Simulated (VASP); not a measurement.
```xyz
2
Lattice="3.0498 0.0000 0.0000 0.0000 3.0498 0.0000 0.0000 0.0000 3.0498" Properties=species:S:1:pos:R:3 pbc="T T T"
Al     1.5249     1.5249     1.5249
Ru     0.0000     0.0000     0.0000
```

These are PBE GGA, VASP's PBE PAW potentials (set 64) (plane waves; VASP 6.6.1) values and carry that method's errors. Settings: 520 eV cut-off, 11×11×11 Γ-centred mesh, first-order Methfessel-Paxton smearing of 0.10 eV, potentials Al_GW Ru_pv.

Problem. Give the stress tensor in GPa (positive for a compressed cell).

Solution. 
```
-8.57   0.00   0.00
 0.00  -8.57   0.00
 0.00   0.00  -8.57
```
The pressure is its mean diagonal, -8.57 GPa.

The compound is RuAl in the CsCl type structure. The cell was not relaxed at this level. The run is one of a series of settings (ENCUT = 520, POTCAR Al_GW Ru_pv (PBE.64 set) against the base run), some of them coarse on purpose. The electron count is odd and the run is not spin-polarised, which forces a metal.
